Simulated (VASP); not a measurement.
Level of theory: PBEsol GGA, VASP's PBE PAW potentials (set 64) (plane waves; VASP).

VASP ran on this input.

### INCAR
```
# general
SYSTEM=Cl
PREC  =Accurate
ENCUT =400
LREAL =.FALSE.   # projection in real space or not
LASPH =.TRUE.   # aspherical one-centre terms

# electronic loop
EDIFF =1E-6   # SCF stop (eV)
NELM  =100
ALGO  =Normal

# smearing
ISMEAR=0   # Gaussian
SIGMA =0.05   # width (eV)

# functional
GGA   =PS

# ions
IBRION=2   # conjugate gradients
NSW   =60   # most ionic steps
ISIF  =3
EDIFFG=-0.01   # ionic stop

# output
LWAVE =.FALSE.
LCHARG=.FALSE.
```

File KPOINTS:
```
Automatic mesh
0
Gamma
9 9 9
0 0 0
```

POSCAR:
```
Cl
1.0
  0.0000000000   2.2001380000   2.2001380000
  2.2001380000   0.0000000000   2.2001380000
  2.2001380000   2.2001380000   0.0000000000
Cl
1
Cart
  0.0000000000   0.0000000000   0.0000000000
```

POTCAR, in this order: Cl (PBE.64 set). Program: vasp_std.

The resulting files:

OUTCAR:
```
 ion  position               nearest neighbor table
   1  0.000  0.000  0.000-
  LATTYP: Found a face centered cubic cell.
 ALAT       =     4.4002760000
 Subroutine PRICEL returns:
 Original cell was already a primitive cell.
 Subroutine GETGRP returns: Found 48 space group operations
The static configuration has the point symmetry O_h .
The dynamic configuration has the point symmetry O_h .
 Subroutine INISYM returns: Found 48 space group operations
 Subroutine IBZKPT returns following result:
 Found     35 irreducible k-points:

 Following reciprocal coordinates:
            Coordinates               Weight
  0.000000  0.000000  0.000000      1.000000
  0.111111  0.000000  0.000000      8.000000
  0.222222  0.000000  0.000000      8.000000
  0.333333  0.000000  0.000000      8.000000
  0.444444  0.000000  0.000000      8.000000
  0.111111  0.111111  0.000000      6.000000
  0.222222  0.111111  0.000000     24.000000
  0.333333  0.111111  0.000000     24.000000
  0.444444  0.111111  0.000000     24.000000
 -0.444444  0.111111  0.000000     24.000000
 -0.333333  0.111111  0.000000     24.000000
 -0.222222  0.111111  0.000000     24.000000
 -0.111111  0.111111  0.000000     12.000000
  0.222222  0.222222  0.000000      6.000000
  0.333333  0.222222  0.000000     24.000000
  0.444444  0.222222  0.000000     24.000000
 -0.444444  0.222222  0.000000     24.000000
 -0.333333  0.222222  0.000000     24.000000
 -0.222222  0.222222  0.000000     12.000000
  0.333333  0.333333  0.000000      6.000000
  0.444444  0.333333  0.000000     24.000000
 -0.444444  0.333333  0.000000     24.000000
 -0.333333  0.333333  0.000000     12.000000
  0.444444  0.444444  0.000000      6.000000
 -0.444444  0.444444  0.000000     12.000000
  0.333333  0.222222  0.111111     24.000000
  0.444444  0.222222  0.111111     48.000000
 -0.444444  0.222222  0.111111     48.000000
  0.444444  0.333333  0.111111     24.000000
 -0.444444  0.333333  0.111111     48.000000
 -0.333333  0.333333  0.111111     48.000000
 -0.222222  0.333333  0.111111     24.000000
 -0.444444  0.444444  0.111111     24.000000
 -0.333333  0.444444  0.111111     24.000000
 -0.333333  0.444444  0.222222     24.000000
   k-points           NKPTS =     35   k-points in BZ     NKDIM =     35   number of bands    NBANDS=      7
   number of dos      NEDOS =    301   number of ions     NIONS =      1
   total plane-waves  NPLWV =   8000
   dimension x,y,z NGX =    20 NGY =   20 NGZ =   20
   dimension x,y,z NGXF=    40 NGYF=   40 NGZF=   40
   ions per type =               1
   PREC   = accura    normal or accurate (medium, high low for compatibility)
   ISTART =      0    job   : 0-new  1-cont  2-samecut
   ICHARG =      2    charge: 1-file 2-atom 10-const
   ISPIN  =      1    spin polarized calculation?
   LNONCOLLINEAR =      F non collinear calculations
   LSORBIT =      F    spin-orbit coupling
   INIWAV =      1    electr: 0-lowe 1-rand  2-diag
   ENCUT  =  400.0 eV  29.40 Ry    5.42 a.u.   5.07  5.07  5.07*2*pi/ulx,y,z
   NELM   =    100;   NELMIN=  2; NELMDL= -5     # of ELM steps
   EDIFF  = 0.1E-05   stopping-criterion for ELM
   LREAL  =      F    real-space projection
   NLSPLINE    = F    spline interpolate recip. space projectors
   LMAXMIX     =    2 max onsite mixed and CHGCAR
   VOSKOWN=      0    Vosko Wilk Nusair interpolation
   EDIFFG = -.1E-01   stopping-criterion for IOM
   NSW    =     60    number of steps for IOM
   NBLOCK =      1;   KBLOCK =     60    inner block; outer block
   IBRION =      2    ionic relax: 0-MD 1-quasi-New 2-CG
   NFREE  =      1    steps in history (QN), initial steepest desc. (CG)
...
```

**OSZICAR**
```
       N       E                     dE             d eps       ncg     rms          rms(c)
DAV:   1     0.190044252918E+02    0.19004E+02   -0.26387E+03   490   0.623E+02
DAV:   2    -0.720291294553E+00   -0.19725E+02   -0.19551E+02   700   0.107E+02
DAV:   3    -0.117378816619E+01   -0.45350E+00   -0.44899E+00   616   0.188E+01
DAV:   4    -0.117533344051E+01   -0.15453E-02   -0.15451E-02   875   0.113E+00
DAV:   5    -0.117533365676E+01   -0.21625E-06   -0.21618E-06   630   0.132E-02    0.384E+00
DAV:   6    -0.117166351598E+01    0.36701E-02   -0.71808E-03   679   0.593E-01    0.240E+00
DAV:   7    -0.117139556042E+01    0.26796E-03   -0.75614E-03   560   0.632E-01    0.210E-01
DAV:   8    -0.117124469953E+01    0.15086E-03   -0.73933E-04   658   0.184E-01    0.127E-02
DAV:   9    -0.117124561623E+01   -0.91670E-06   -0.36998E-06   812   0.200E-02
   1 F= -.11712456E+01 E0= -.11690794E+01  d E =-.117125E+01
       N       E                     dE             d eps       ncg     rms          rms(c)
DAV:   1    -0.140026464904E+01   -0.22902E+00   -0.52519E+00   490   0.191E+01    0.268E+00
DAV:   2    -0.123436038572E+01    0.16590E+00   -0.28092E-01   511   0.397E+00    0.945E-01
DAV:   3    -0.119972004865E+01    0.34640E-01   -0.13779E-01   497   0.265E+00    0.812E-01
DAV:   4    -0.119977630427E+01   -0.56256E-04   -0.56770E-04   595   0.253E-01    0.576E-01
DAV:   5    -0.119983094367E+01   -0.54639E-04   -0.29863E-04   511   0.132E-01    0.532E-02
DAV:   6    -0.119982554359E+01    0.54001E-05   -0.30121E-06   728   0.147E-02    0.397E-02
DAV:   7    -0.119982533232E+01    0.21127E-06   -0.19238E-07   294   0.410E-03
   2 F= -.11998253E+01 E0= -.11977951E+01  d E =-.285797E-01
       N       E                     dE             d eps       ncg     rms          rms(c)
DAV:   1    -0.125244993172E+01   -0.52624E-01   -0.12741E+00   490   0.935E+00    0.132E+00
DAV:   2    -0.121259879979E+01    0.39851E-01   -0.66866E-02   525   0.198E+00    0.477E-01
DAV:   3    -0.120411571036E+01    0.84831E-02   -0.33103E-02   497   0.131E+00    0.459E-01
DAV:   4    -0.120413930576E+01   -0.23595E-04   -0.14862E-04   602   0.127E-01    0.281E-01
DAV:   5    -0.120415626161E+01   -0.16956E-04   -0.68493E-05   504   0.629E-02    0.253E-02
DAV:   6    -0.120415505565E+01    0.12060E-05   -0.40979E-07   427   0.649E-03    0.198E-02
DAV:   7    -0.120415505377E+01    0.18802E-08   -0.10847E-07   266   0.313E-03
   3 F= -.12041551E+01 E0= -.12021873E+01  d E =-.329094E-01
       N       E                     dE             d eps       ncg     rms          rms(c)
DAV:   1    -0.120445522932E+01   -0.30017E-03   -0.73733E-03   518   0.705E-01    0.102E-01
DAV:   2    -0.120422251634E+01    0.23271E-03   -0.38863E-04   539   0.152E-01    0.368E-02
DAV:   3    -0.120417305791E+01    0.49458E-04   -0.18903E-04   504   0.991E-02    0.383E-02
DAV:   4    -0.120417503630E+01   -0.19784E-05   -0.12322E-06   392   0.113E-02    0.686E-03
DAV:   5    -0.120417519724E+01   -0.16094E-06   -0.43679E-07   273   0.531E-03
   4 F= -.12041752E+01 E0= -.12022122E+01  d E =-.329296E-01
```

File OUTCAR:
```
------------------------ aborting loop because EDIFF is reached ----------------------------------------
  FORCE on cell =-STRESS in cart. coord.  units (eV):
  Direction    XX          YY          ZZ          XY          YZ          ZX
  --------------------------------------------------------------------------------------
  Total        0.0010527      0.0010527      0.0010527      0.0000000      0.0000000      0.0000000
  in kB        0.0891121      0.0891121      0.0891121      0.0000000      0.0000000      0.0000000
  external PRESSURE =       0.0891121 kB  Pullay stress =       0.0000000 kB
  volume of cell :       18.93
      direct lattice vectors                 reciprocal lattice vectors
    -0.000000000  2.115216758  2.115216758    -0.236382394  0.236382394  0.236382394
     2.115216758 -0.000000000  2.115216758     0.236382394 -0.236382394  0.236382394
     2.115216758  2.115216758  0.000000000     0.236382394  0.236382394 -0.236382394
 POSITION                                       TOTAL-FORCE (eV/Angst)
 -----------------------------------------------------------------------------------
     -0.00000      2.11522      2.11522         0.000000      0.000000     -0.000000
 -----------------------------------------------------------------------------------
    total drift:                               -0.000000     -0.000000      0.000000
  FREE ENERGIE OF THE ION-ELECTRON SYSTEM (eV)
  ---------------------------------------------------
  free  energy   TOTEN  =        -1.2041751972 eV

  energy  without entropy=       -1.2002491278  energy(sigma->0) =       -1.20221216

 reached required accuracy - stopping structural energy minimisation
```
(Selected blocks of OUTCAR.)

**CONTCAR**
```
Cl
   1.00000000000000
    -0.0000000000000000    2.1152167576148799    2.1152167576148799
     2.1152167576148799   -0.0000000000000000    2.1152167576148799
     2.1152167576148799    2.1152167576148799    0.0000000000000000
  Cl
     1
Direct
     1.0000000000000000    0.0000000000000000    0.0000000000000000
```

### OUTCAR
```
 val. band max:        3.0827459743   @ k =   0.4444   0.1111   0.0000

 cond. band min:       3.0876812825   @ k =   0.4444   0.2222   0.1111


 Fermi energy:         3.0853079345

 k-point     1 :       0.0000    0.0000    0.0000
  band No.  band energies     occupation
      1     -13.0675      2.00000
      2       4.0473      0.00000
      3       4.0473      0.00000
      4       4.0473      0.00000
      5      13.5617      0.00000
      6      17.0133      0.00000
      7      17.0133      0.00000

 k-point     2 :       0.1111    0.0000    0.0000
  band No.  band energies     occupation
      1     -12.8789      2.00000
      2       3.1256      0.25411
      3       3.9505      0.00000
      4       3.9505      0.00000
      5      14.2007      0.00000
      6      16.5324      0.00000
      7      17.3217      0.00000

 k-point     3 :       0.2222    0.0000    0.0000
  band No.  band energies     occupation
      1     -12.3506      2.00000
      2       1.1430      2.00000
      3       3.7225      0.00000
      4       3.7225      0.00000
      5      14.1522      0.00000
      6      17.3985      0.00000
      7      17.5323      0.00000

 k-point     4 :       0.3333    0.0000    0.0000
  band No.  band energies     occupation
      1     -11.6254      2.00000
      2      -0.8637      2.00000
      3       3.4884      0.00000
      4       3.4884      0.00000
      5      13.3893      0.00000
      6      16.9231      0.00000
      7      16.9231      0.00000

 k-point     5 :       0.4444    0.0000    0.0000
  band No.  band energies     occupation
      1     -11.0359      2.00000
      2      -2.1643      2.00000
      3       3.3478      0.00000
      4       3.3478      0.00000
      5      12.9508      0.00000
      6      16.4259      0.00000
      7      16.4259      0.00000

 k-point     6 :       0.1111    0.1111    0.0000
  band No.  band energies     occupation
      1     -12.8160      2.00000
...
```

Energy and stress use the plane-wave basis of the starting cell.

The structure was generated: Cl was put into the fcc type (Fm-3m), which need not be its known phase. This run relaxes it. Symmetry was kept, so distortions that lower it aren't found.
